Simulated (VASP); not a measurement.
VASP input:

**INCAR**
```
ALGO  =  Normal
EDIFF  =  1E-6
EDIFFG  =  -0.02
ENCUT  =  520
GGA  =  RE
IBRION  =  2
ISIF  =  3
ISMEAR  =  0
LASPH  =  .True.
LCHARG  =  .False.
LMAXMIX  =  6
LREAL  =  .False.
LWAVE  =  .False.
NELM  =  100
NSW  =  60
PREC  =  Accurate
SIGMA  =  0.05
SYSTEM  =  HfO2
```

KPOINTS:
```
Automatic mesh
0
G
  7 7 7
0 0 0
```

### POSCAR
```
HfO2
1
   -0.0000000000     2.5486918660     2.5486918660
    2.5486918660    -0.0000000000     2.5486918660
    2.5486918660     2.5486918660     0.0000000000
Hf O
1 2
Direct
  0.0000000000   0.0000000000   0.0000000000
  0.2500000000   0.2500000000   0.2500000000
  0.7500000000   0.7500000000   0.7500000000
```

POTCAR, in this order: Hf_pv O (PBE.64 set). Program: vasp_std.

Question: Translate this revPBE calculation to Ansatz.

Answer: One equivalent input (not run):
Ansatz 0.2 input:
```yaml
crystal:
  lattice:
    - [0.0000000, 2.5486919, 2.5486919]
    - [2.5486919, 0.0000000, 2.5486919]
    - [2.5486919, 2.5486919, 0.0000000]
  atoms:
    - { symbol: Hf, position: [0.0000000, 0.0000000, 0.0000000] }
    - { symbol: O, position: [0.2500000, 0.2500000, 0.2500000] }
    - { symbol: O, position: [0.7500000, 0.7500000, 0.7500000] }
kpoints:
  mp_grid: { grid: [7, 7, 7] }
hamiltonian:
  xc: revpbe
  pseudopotentials: { kind: paw }
scf:
  occupations: { method: gaussian, width: 0.05 }
  max_iter: 100
relax:
  max_steps: 60
  f_tol: 0.02
  cell: {}
output: { forces: true, stress: true, eigenvalues: true }
```
Limits of the translation: each code has its own PAW files, so the cut-off isn't converted (ENCUT is set for VASP's; basis.ecutwfc is left out, and Ansatz then takes the one that its files recommend); Ansatz stops its SCF on the density residual and VASP on the energy change (EDIFF).

The compound is HfO2 in the fluorite structure, the high-temperature cubic form, which is unstable at 0 K; the monoclinic form is the stable one. It was relaxed first. The start is the result of an earlier pass.
